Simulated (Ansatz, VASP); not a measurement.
# ZrWS3: VASP beside Ansatz

```
Zr W S
1.0
     4.79698    0.00000    0.00000
     0.00000    4.79698    0.00000
     0.00000    0.00000    4.79698
Zr W S
1 1 3
Direct
  0.50000 0.50000 0.50000
  0.00000 0.00000 0.00000
  0.50000 0.50000 0.00000
  0.00000 0.50000 0.50000
  0.50000 0.00000 0.50000
```

Change from the starting cell: species swapped into the Ca3GeO type (Pm-3m, No. 221).

Alike in both runs: task single point; functional PBE; k mesh 4 × 4 × 4; occupations gaussian, width 0.1 eV; no spin polarisation.

|  | VASP | Ansatz |
| --- | --- | --- |
| version | VASP 6.6.1 | Ansatz 0.2.0 |
| potentials or method | VASP PAW PBE potentials, release 64 (Zr_sv, W_sv, S) | scalar-relativistic, plane waves, PAW |
| plane-wave cutoff (eV) | 520 | 420 |
| valence electrons in the cell | 44 | 44 |

```tsv
	VASP	Ansatz	Ansatz less VASP
gap on the k mesh at the Fermi level (eV)	none	none	-
pressure (GPa)	1.9	2.0	+0.03
```

A gap of «none» marks a metal or a gap that the smearing closes. The functional is the same, so the differences come from potentials, cutoffs and numerics.

The runs have no spin-orbit coupling, so splittings on W are missing.
